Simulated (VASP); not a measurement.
# TmN: N into a neighbouring N vacancy

How hard is this move in TmN: N into a neighbouring N vacancy? Both ends are relaxed first, then a band of images between them. The start is a cell from a database of measured crystal structures.

Calculated with VASP 6.6.1; PBEsol, 4f electrons in the core; plane waves and PAW (Tm_3, N).

**1. The host crystal**

It takes space group Fm-3m (No. 225, cubic). Conventional cell: a = 4.809 Å, b = 4.809 Å, c = 4.809 Å, α = 90.00°, β = 90.00°, γ = 90.00°. Tm has 6 N at 2.40 Å nearest. Nearest to N lie 6 Tm at 2.40 Å. Farther neighbours and most contacts between anions are not listed.

As a file:

```xyz
2
Lattice="0.0000 2.4045 2.4045 2.4045 0.0000 2.4045 2.4045 2.4045 0.0000" Properties=species:S:1:pos:R:3 pbc="T T T"
Tm    0.0000    0.0000    0.0000
N     2.4045    2.4045    2.4045
```

**2. Relax the host**

The later steps need the crystal at this functional's own lattice; a raised cutoff keeps the stress reliable while the cell changes.

The input, INCAR:

```
SYSTEM = TmN
PREC = Accurate
ENCUT = 520
EDIFF = 1E-06
NELM = 120
ISMEAR = 0
SIGMA = 0.1
LREAL = .FALSE.
ALGO = Normal
GGA = PS
NBANDS = 13
LORBIT = 11
LWAVE = .FALSE.
LCHARG = .FALSE.
KPAR = 3
IBRION = 2
NSW = 40
ISIF = 3
EDIFFG = -0.02
POTIM = 0.4
```

The input, POSCAR:

```
TmN
1.0
    0.0000000000      2.4045000000      2.4045000000
    2.4045000000      0.0000000000      2.4045000000
    2.4045000000      2.4045000000      0.0000000000
Tm N
1 1
Direct
    0.0000000000      0.0000000000      0.0000000000
    0.5000000000      0.5000000000      0.5000000000
```

The input, KPOINTS:

```
Automatic mesh
0
Gamma
7 7 7
0 0 0
```

Potentials, in the order of the species: Tm_3 and N (PBE family, release 64).

Started as:

```
mpirun -np 3 vasp_std
```

The log of the run:

```text
[banner, memory and clock lines left out]
running    3 mpi-ranks, on    1 nodes
 distrk:  each k-point on    1 cores,    3 groups
 distr:  one band on    1 cores,    1 groups

 POSCAR found type information on POSCAR TmN
 POSCAR found :  2 types and       2 ions
|                                                                             |
|               ----> ADVICE to this user running VASP <----                  |
|                                                                             |
|     You enforced a specific xc type in the INCAR file but a different       |
|     [... a line on the potential file left out ...]
|     I HOPE YOU KNOW WHAT YOU ARE DOING!                                     |
|                                                                             |

 LDA part: xc-table for (Slater+PW92), standard interpolation
 POSCAR, INCAR and KPOINTS ok, starting setup
 FFT: planning ... GRIDC
 FFT: planning ... GRID_SOFT
 FFT: planning ... GRID
 WAVECAR not read
 entering main loop
       N       E                     dE             d eps       ncg     rms          rms(c)
DAV:   1     0.678814271445E+02    0.67881E+02   -0.67278E+03   536   0.107E+03
DAV:   2    -0.117060022468E+02   -0.79587E+02   -0.73360E+02   528   0.291E+02
DAV:   3    -0.191957378741E+02   -0.74897E+01   -0.71804E+01   830   0.680E+01
DAV:   4    -0.193981986393E+02   -0.20246E+00   -0.20235E+00   645   0.104E+01
DAV:   5    -0.193995328486E+02   -0.13342E-02   -0.13342E-02   709   0.657E-01    0.271E+01
DAV:   6    -0.175066996598E+02    0.18928E+01   -0.97147E+00   771   0.214E+01    0.234E+01
DAV:   7    -0.174229326875E+02    0.83767E-01   -0.64315E-01   708   0.614E+00    0.150E+01
DAV:   8    -0.174201242073E+02    0.28085E-02   -0.75518E-02   779   0.274E+00    0.259E+00
DAV:   9    -0.174185742718E+02    0.15499E-02   -0.32290E-03   619   0.499E-01    0.305E-01
DAV:  10    -0.174185243007E+02    0.49971E-04   -0.39573E-04   845   0.225E-01    0.237E-02
DAV:  11    -0.174185183607E+02    0.59400E-05   -0.31500E-05   731   0.522E-02    0.143E-02
DAV:  12    -0.174185177635E+02    0.59720E-06   -0.36784E-06   478   0.170E-02
   1 F= -.17418518E+02 E0= -.17418158E+02  d E =-.174185E+02
 curvature:   0.00 expect dE= 0.000E+00 dE for cont linesearch  0.000E+00
 trial: gam= 0.00000 g(F)=  0.355E-60 g(S)=  0.526E-01 ort = 0.000E+00 (trialstep = 0.100E+01)
 search vector abs. value=  0.526E-01
 bond charge predicted
       N       E                     dE             d eps       ncg     rms          rms(c)
DAV:   1    -0.175737020232E+02   -0.15518E+00   -0.31127E+00   600   0.183E+01    0.508E+00
DAV:   2    -0.174602703782E+02    0.11343E+00   -0.37188E-01   600   0.439E+00    0.188E+00
DAV:   3    -0.174333644415E+02    0.26906E-01   -0.49325E-02   797   0.287E+00    0.133E+00
DAV:   4    -0.174241972184E+02    0.91672E-02   -0.20302E-02   812   0.165E+00    0.494E-01
DAV:   5    -0.174242622930E+02   -0.65075E-04   -0.61525E-04   677   0.221E-01    0.846E-02
DAV:   6    -0.174242403636E+02    0.21929E-04   -0.74346E-05   603   0.606E-02    0.211E-02
DAV:   7    -0.174242389149E+02    0.14487E-05   -0.35300E-06   590   0.204E-02    0.235E-03
DAV:   8    -0.174242386609E+02    0.25403E-06   -0.42443E-07   305   0.817E-03
   2 F= -.17424239E+02 E0= -.17423583E+02  d E =-.572090E-02
 trial-energy change:   -0.005721  1 .order   -0.004620   -0.052562    0.043322
 step:   0.5651(harm=  0.5482)  dis= 0.00000  next Energy=   -17.433568 (dE=-0.151E-01)
 bond charge predicted
       N       E                     dE             d eps       ncg     rms          rms(c)
DAV:   1    -0.174620264267E+02   -0.37788E-01   -0.58185E-01   608   0.789E+00    0.223E+00
DAV:   2    -0.174407401887E+02    0.21286E-01   -0.72623E-02   600   0.190E+00    0.874E-01
DAV:   3    -0.174355264972E+02    0.52137E-02   -0.10624E-02   797   0.130E+00    0.614E-01
DAV:   4    -0.174336787832E+02    0.18477E-02   -0.43146E-03   807   0.726E-01    0.209E-01
DAV:   5    -0.174336845800E+02   -0.57967E-05   -0.10338E-04   653   0.965E-02    0.348E-02
DAV:   6    -0.174336815778E+02    0.30022E-05   -0.96037E-06   701   0.243E-02    0.958E-03
DAV:   7    -0.174336818275E+02   -0.24976E-06   -0.32208E-07   295   0.675E-03
   3 F= -.17433682E+02 E0= -.17433129E+02  d E =-.151641E-01
 curvature:  -0.27 expect dE=-0.239E-07 dE for cont linesearch -0.239E-07
 trial: gam=-0.00129 g(F)=  0.388E-60 g(S)=  0.873E-07 ort = 0.677E-04 (trialstep = 0.913E+00)
 search vector abs. value=  0.100E-09
 reached required accuracy - stopping structural energy minimisation
```

The job ended after 6.2 s (3 MPI ranks of Intel Xeon 6975P-C (Granite Rapids), shared host; peak memory 0.47 GiB; 17 s of CPU time).

Lines that name or quote the potential files are left out of all logs, and their timing lines are given in words.

Parts of OUTCAR (step 2):

```text
ion  position               nearest neighbor table
   1  0.000  0.000  0.000-   2 2.40   2 2.40   2 2.40   2 2.40   2 2.40   2 2.40
   2  0.500  0.500  0.500-   1 2.40   1 2.40   1 2.40   1 2.40   1 2.40   1 2.40

  LATTYP: Found a face centered cubic cell.
 ALAT       =     4.8090000000

 Subroutine GETGRP returns: Found 48 space group operations
 (whereof 48 operations were pure point group operations)

The static configuration has the point symmetry O_h .

 Found     20 irreducible k-points:

   k-points           NKPTS =     20   k-points in BZ     NKDIM =     20   number of bands    NBANDS=     13

   dimension x,y,z NGX =    28 NGY =   28 NGZ =   28
   dimension x,y,z NGXF=    56 NGYF=   56 NGZF=   56

   ENCUT  =  520.0 eV  38.22 Ry    6.18 a.u.   6.32  6.32  6.32*2*pi/ulx,y,z

   NELECT =      14.0000    total number of electrons

 k-points in reciprocal lattice and weights: Automatic mesh
   0.00000000  0.00000000  0.00000000       0.003
   0.14285714  0.00000000  0.00000000       0.023
   0.28571429  0.00000000  0.00000000       0.023
   0.42857143  0.00000000  0.00000000       0.023
   0.14285714  0.14285714  0.00000000       0.017
   0.28571429  0.14285714  0.00000000       0.070
   0.42857143  0.14285714  0.00000000       0.070
  -0.42857143  0.14285714  0.00000000       0.070
  -0.28571429  0.14285714  0.00000000       0.070
[...]
-0.42857143  0.42857143  0.14285714       0.070
  -0.28571429  0.42857143  0.14285714       0.070

 average (electrostatic) potential at core
       1 -30.1832       2 -62.9530

 E-fermi :   3.9247

 k-point     1 :       0.0000    0.0000    0.0000
  band No.  band energies     occupation
    ...
      3     -19.0557      2.00000
      4      -9.6552      2.00000
      5       3.8986      1.28778
      6       3.8986      1.28778
      7       3.8986      1.28777
      8       7.2512      0.00000
      9       7.2512      0.00000
     10       7.2512      0.00000
     11       7.8585      0.00000
     12       9.6158      0.00000
    ...

 k-point     2 :       0.1429    0.0000    0.0000
  band No.  band energies     occupation
    ...
      3     -19.0730      2.00000
      4      -9.2431      2.00000
      5       2.5501      2.00000
      6       3.1933      2.00000
      7       3.1933      2.00000
      8       7.3710      0.00000
      9       7.8144      0.00000
     10       7.8144      0.00000
     11       9.1302      0.00000
     12      10.7260      0.00000
    ...

 k-point     3 :       0.2857    0.0000    0.0000
  band No.  band energies     occupation
    ...
      3     -19.1113      2.00000
      4      -8.3112      2.00000
      5       0.5421      2.00000
      6       2.1027      2.00000
      7       2.1027      2.00000
      8       8.0173      0.00000
      9       9.2306      0.00000
     10       9.2306      0.00000
     11      11.0597      0.00000
     12      13.0102      0.00000
    ...

  Total       -0.0012278     -0.0012278     -0.0012278      0.0000000      0.0000000      0.0000000
  in kB       -0.0730017     -0.0730017     -0.0730017      0.0000000      0.0000000      0.0000000
  external PRESSURE =      -0.0730017 kB  Pullay stress =       0.0000000 kB

  energy-cutoff  :      520.00
  volume of cell :       26.95
      direct lattice vectors                 reciprocal lattice vectors
     0.000000000  2.379514830  2.379514830    -0.210126869  0.210126869  0.210126869
     2.379514830  0.000000000  2.379514830     0.210126869 -0.210126869  0.210126869
     2.379514830  2.379514830  0.000000000     0.210126869  0.210126869 -0.210126869

 POSITION                                       TOTAL-FORCE (eV/Angst)
 -----------------------------------------------------------------------------------
      0.00000      0.00000      0.00000        -0.000000     -0.000000     -0.000000
      2.37951      2.37951      2.37951         0.000000      0.000000      0.000000
 -----------------------------------------------------------------------------------
    total drift:                                0.000000      0.000000      0.000000

  FREE ENERGIE OF THE ION-ELECTRON SYSTEM (eV)
  ---------------------------------------------------
  free  energy   TOTEN  =       -17.4336818275 eV

  energy  without entropy=      -17.4325761081  energy(sigma->0) =      -17.43312897

 reached required accuracy - stopping structural energy minimisation

 total charge
# of ion       s       p       d       tot
------------------------------------------
    1        0.458   7.247   1.456   9.161
    2        1.236   2.433   0.000   3.669
--------------------------------------------------
tot          1.694   9.680   1.456  12.830

[... 3 further parts left out ...]
```

CONTCAR:

```
TmN
   1.00000000000000
     0.0000000000000000    2.3795148302150624    2.3795148302150624
     2.3795148302150624    0.0000000000000000    2.3795148302150624
     2.3795148302150624    2.3795148302150624    0.0000000000000000
  Tm              N
     1     1
Direct
     0.0000000000000000    0.0000000000000000    0.0000000000000000
     0.5000000000000000    0.5000000000000000    0.5000000000000000
```

The data set Tm_3 holds the 4f electrons frozen in the core, so no f bands or f moments appear. The gap is read on the k-mesh alone, so it is an upper bound where the band edges lie off the mesh. The gap is under twice the smearing width, so the edge states are partly filled and the run can't tell a small gap from a semimetal. The PAW data sets were made with PBE, which is usual practice but a small mismatch for other functionals. The run keeps the 48 symmetry operations of its start, so it cannot find a distortion of lower symmetry.

Relaxation path:

| step | energy less that of the first step (eV) | largest force (eV/Å) | pressure (GPa) | volume (Å³) |
| --- | --- | --- | --- | --- |
| 1 | 0.0000 | 0.0000 | -5.49 | 27.80 |
| 2 | -0.0057 | 0.0000 | 4.78 | 26.30 |
| 3 | -0.0152 | 0.0000 | -0.01 | 26.95 |

| conventional cell, symmetrised | before | after | change |
| --- | --- | --- | --- |
| a (Å) | 4.809 | 4.759 | -1.0 % |
| b (Å) | 4.809 | 4.759 | -1.0 % |
| c (Å) | 4.809 | 4.759 | -1.0 % |
| volume (Å³/atom) | 13.90 | 13.47 | -3.1 % |

The relaxed structure:

```
Tm N
1.0
     0.00000    2.37951    2.37951
     2.37951    0.00000    2.37951
     2.37951    2.37951    0.00000
Tm N
1 1
Direct
  0.00000 0.00000 0.00000
  0.50000 0.50000 0.50000
```

This step gave:

| Quantity | Value |
| --- | --- |
| electronic cycles | 27 |
| electrons | 14 |
| free energy (TOTEN) | -17.43 eV |
| energy at zero smearing | -17.43 eV |
| Fermi energy | 3.925 eV |
| labelled metallic, from the levels on this mesh | no |
| gap on the k-mesh | 0.09140 eV |
| least direct gap on the k-mesh | 0.5796 eV |

The run ended after 3 ionic steps, 0.015 eV below its first step, once forces and stress met EDIFFG = -0.02.

(Part 1 of 4 ends here.)

[Lines on the potential files, build, host, timing and source positions are cut from VASP's logs without a mark.]

[Logs are printed without paths, hosts, clocks, repeated set-up lines and the standing remarks that a program may print on its own settings, such as how far it seeks lower states.]

[Hosts, paths, dates, database ids (printed as entryN), source tags and the programs' standing remarks are cut or masked in the printed files.]

[Runs that stopped without an error message from VASP are left out.]
